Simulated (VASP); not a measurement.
# Sn₁₂HBr: molecular dynamics with a thermostat, by thermostat

Sn₁₂HBr, slab, 14 atoms in the cell. PBE, molecular dynamics; PAW potentials Sn, Br, H (PBE set).

| Thermostat | Mean temperature (K) | Rise of the mean potential energy above the start (meV/atom) | Electronic steps per ionic step after the first | Time (s) |
|---|---|---|---|---|
| friction on the slab alone, molecule free | 705 | -15.9 | 4.1 | 524 |
| friction on all atoms | 421 | -8.5 | 4.0 | 589 |
| friction on the molecule alone | 385 | -25.3 | 4.1 | 573 |
| Nose-Hoover on all atoms | 299 | -32.2 | 4.6 | 569 |
| none (NVE) | 646 | -31.8 | 4.7 | 634 |

Limits: 150 fs of 14 atoms are too short for converged averages.

## Input of the first row

INCAR:
```
GGA = PE
PREC = Normal
ENCUT = 250
EDIFF = 1E-5
NELMIN = 4
NELM = 60
ALGO = Fast
LREAL = Auto
LASPH = T
ISMEAR = -1
SIGMA = 0.05
ISYM = 0
LWAVE = F
LCHARG = F
IBRION = 0
NSW = 300
POTIM = 0.5
TEBEG = 300
TEEND = 300
ISIF = 0
RANDOM_SEED = 322359 0 0
MDALGO = 3
LANGEVIN_GAMMA = 20 0 0
NCORE = 4
```

KPOINTS:
```
k-points
0
Monkhorst-Pack
  1 2 1
```

POSCAR:
```
Sn12HBr
1.0
    9.1799430761      0.0000000000      0.0000000000
    0.0000000000      6.4912000000      0.0000000000
    0.0000000000      0.0000000000     22.5899715380
Sn Br H
12 1 1
Selective dynamics
Direct
    0.2500000000      0.0000000000      0.3541394458  F F F
    0.7500000000      0.0000000000      0.3541394458  F F F
    0.5000000000      0.2500000000      0.3541394458  F F F
    0.0000000000      0.2500000000      0.3541394458  F F F
    0.5000000000      0.5000000000      0.4557325693  T T T
    0.0000000000      0.5000000000      0.4557325693  T T T
    0.7500000000      0.7500000000      0.4557325693  T T T
    0.2500000000      0.7500000000      0.4557325693  T T T
    0.7500000000      0.0000000000      0.5573256928  T T T
    0.2500000000      0.0000000000      0.5573256928  T T T
    0.0000000000      0.2500000000      0.5573256928  T T T
    0.5000000000      0.2500000000      0.5573256928  T T T
    0.2500000000      0.5000000000      0.6184147472  T T T
    0.2395514316      0.2649202377      0.6184147472  T T T
```

Commands:
```
cat potpaw_PBE.64/Sn/POTCAR potpaw_PBE.64/Br/POTCAR potpaw_PBE.64/H/POTCAR > POTCAR
mpirun -np 4 vasp_std > vasp.out
```

Changes of the last row against the first:
```
- MDALGO = 3
- LANGEVIN_GAMMA = 20 0 0
+ MDALGO = 1
+ ANDERSEN_PROB = 0.0
```

VASP 6.6.1 took 524 s on 4 cores (Intel Xeon 6975P-C (Granite Rapids)), a shared host.
